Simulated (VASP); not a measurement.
A convergence study with VASP on HfO$_{2}$ (fluorite): one setting is varied, all else stays as given below, so the limit is that of these other settings. Each run relaxes cell and ions from the cell shown. The basis is that of the starting cell, so low cut-offs carry a Pulay error.

```yaml
crystal:
  lattice:
    - [0.00000, 2.54000, 2.54000]
    - [2.54000, 0.00000, 2.54000]
    - [2.54000, 2.54000, 0.00000]
  atoms:
    - { symbol: Hf, position: [0.00000, 0.00000, 0.00000] }
    - { symbol: O, position: [0.25000, 0.25000, 0.25000] }
    - { symbol: O, position: [0.75000, 0.75000, 0.75000] }
```

The numbers are results of LDA (Ceperley-Alder, Perdew-Zunger), VASP's LDA PAW potentials (set 64) (plane waves; VASP), not measurements. The tightest run used: 800 eV cut-off, 6×6×6 Γ-centred mesh, Gaussian smearing of 0.050 eV, potentials Hf_pv O.

Unless said otherwise, spin-orbit coupling is left out, though it shifts the bands of the heavy elements here. Gaps are read on the run's mesh, which can miss a band edge.

The settings run are ENCUT = 250; ENCUT = 300; ENCUT = 350; ENCUT = 400; ENCUT = 450; ENCUT = 500; ENCUT = 550; ENCUT = 600; ENCUT = 650; ENCUT = 700; ENCUT = 750; ENCUT = 800. From which on does the relaxed volume stay within 0.1 Å³/atom of the tightest run?

From ENCUT = 450 on: it is off by 0.020 there and by no more than 0.1 in any finer run, while ENCUT = 400 is off by 0.132.
```
setting      relaxed volume (Å³/atom)  E (eV/atom)  gap on the mesh (eV)  plane waves  difference judged (Å³/atom)
-----------  ------------------------  -----------  --------------------  -----------  ---------------------------
ENCUT = 250                     8.786     -12.1128                 4.160          304                        1.522
ENCUT = 300                     9.466     -11.4164                 4.036          397                        0.841
ENCUT = 350                     9.911     -11.1352                 3.841          531                        0.397
ENCUT = 400                    10.176     -11.0578                 3.770          609                        0.132
ENCUT = 450                    10.288     -11.0315                 3.737          725                        0.020
ENCUT = 500                    10.307     -11.0247                 3.731          869                        0.001
ENCUT = 550                    10.300     -11.0255                 3.734          982                        0.007
ENCUT = 600                    10.294     -11.0277                 3.737         1113                        0.014
ENCUT = 650                    10.294     -11.0295                 3.738         1258                        0.014
ENCUT = 700                    10.298     -11.0304                 3.738         1411                        0.010
ENCUT = 750                    10.304     -11.0304                 3.736         1544                        0.004
ENCUT = 800                    10.308     -11.0303                 3.735         1700                        0.000
```

Left out are rungs that failed or repeat a setting and relaxations that didn't move; long series are thinned to 24 rows.

The compound is HfO2 in the fluorite structure, the high-temperature cubic form, which is unstable at 0 K; the monoclinic form is the stable one.
